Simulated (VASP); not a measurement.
W:

```
W
1.0
    -1.58234    1.58234    1.58234
     1.58234   -1.58234    1.58234
     1.58234    1.58234   -1.58234
W
1
Cartesian
  0.0000 0.0000 0.0000
```

```yaml
Program: VASP 6.6.1
Task: relaxation of cell and atoms
Functional: PBE
Potentials_or_basis: VASP PAW PBE potentials, release 64 (W_sv)
Cutoff: 520 eV
k_mesh: 18 × 18 × 18
Occupations: gaussian, width 1 eV
Spin: no spin polarisation
```

At the start: pressure 7.1 GPa; volume 15.85 Å³/atom.

Question: Where does the relaxation end?

Answer: Over 4 steps the energy falls by 7.9 meV/atom and the volume is 16.21 Å³/atom (+2.3 %); space group Im-3m (No. 229, to 0.05 Å).

The path:
```csv
step,energy change (eV),largest force (eV/Å),pressure (GPa),volume (Å³)
1,0.0000,0.0000,7.12,15.85
2,0.0766,0.0000,-19.37,17.52
3,-0.0079,0.0000,-0.22,16.23
4,-0.0079,0.0000,-0.01,16.21
```

Final structure:
```
CELL_PARAMETERS angstrom
-1.59445 1.59445 1.59445
1.59445 -1.59445 1.59445
1.59445 1.59445 -1.59445
ATOMIC_POSITIONS crystal
W 0.00000 0.00000 0.00000
```
